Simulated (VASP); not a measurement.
```
CELL_PARAMETERS angstrom
      0.00000     2.76675     2.76675
      2.76675     0.00000     2.76675
      2.76675     2.76675     0.00000
ATOMIC_POSITIONS crystal
  Ba 0.00000 0.00000 0.00000
  O  0.50000 0.50000 0.50000
```

Computed with PBEsol GGA, VASP's PBE PAW potentials (set 64) (plane waves; VASP). Numerical set-up: 620 eV cut-off, 8×8×8 Γ-centred mesh, Gaussian smearing of 0.050 eV, potentials Ba_sv O.

Unless said otherwise, spin-orbit coupling is left out, though it shifts the bands of the heavy elements here.

Q: What does the run give for the energy per atom (σ→0), band gap (on the k-mesh) with the smallest direct gap where there is one?

A: 
```json
{
 "band gap (on the k-mesh)": "1.86 eV",
 "smallest direct gap (on the k-mesh)": "1.86 eV",
 "energy per atom (σ→0)": "-6201 meV/atom"
}
```

The absolute energy has meaning only against runs of the same code, potentials and settings.

The compound is BaO in the rock salt structure. It was relaxed first.
